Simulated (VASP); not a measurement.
OSZICAR of a VASP run on SiO2 (rutile):

File OSZICAR:
```
       N       E                     dE             d eps       ncg     rms          rms(c)
DAV:   1     0.178705132664E+03    0.17871E+03   -0.18269E+04   968   0.153E+03
DAV:   2    -0.347083156407E+02   -0.21341E+03   -0.20444E+03  1292   0.326E+02
DAV:   3    -0.421604569245E+02   -0.74521E+01   -0.74219E+01  1152   0.656E+01
DAV:   4    -0.422234307300E+02   -0.62974E-01   -0.62910E-01  1128   0.688E+00
DAV:   5    -0.422242136333E+02   -0.78290E-03   -0.78272E-03  1120   0.741E-01    0.175E+01
DAV:   6    -0.354957171073E+02    0.67285E+01   -0.29646E+01  1032   0.384E+01    0.580E+00
DAV:   7    -0.356225270361E+02   -0.12681E+00   -0.66433E-01  1108   0.626E+00    0.270E+00
DAV:   8    -0.356659103925E+02   -0.43383E-01   -0.39129E-02  1044   0.211E+00    0.108E+00
DAV:   9    -0.356795688729E+02   -0.13658E-01   -0.23261E-02  1068   0.159E+00    0.147E-01
DAV:  10    -0.356800290275E+02   -0.46015E-03   -0.14608E-03  1124   0.334E-01    0.638E-02
DAV:  11    -0.356799918698E+02    0.37158E-04   -0.30179E-04  1100   0.140E-01    0.136E-02
DAV:  12    -0.356799947863E+02   -0.29165E-05   -0.11668E-05  1132   0.270E-02    0.760E-03
DAV:  13    -0.356799944304E+02    0.35592E-06   -0.25738E-06   676   0.134E-02
   1 F= -.35679994E+02 E0= -.35679994E+02  d E =-.356800E+02
```

**Question.** Which electronic solver shows in the log?

**Answer.** It is blocked Davidson (ALGO = Normal, or the opening steps of other solvers). The INCAR had ALGO = Normal.

**Question.** Can the final energy be trusted as converged?

**Answer.** Self-consistency was reached. It stopped with EDIFF = 1E-6, NELM = 100, NSW = 60 and EDIFFG = -0.02 after 1 ionic step (vdW-DF2, plane waves, VASP's PBE PAW potentials (set 64)).

The compound is SiO2 in the rutile structure, stishovite, a high-pressure form. It was relaxed first, which changed the volume by +7 %. The start is the result of an earlier pass.
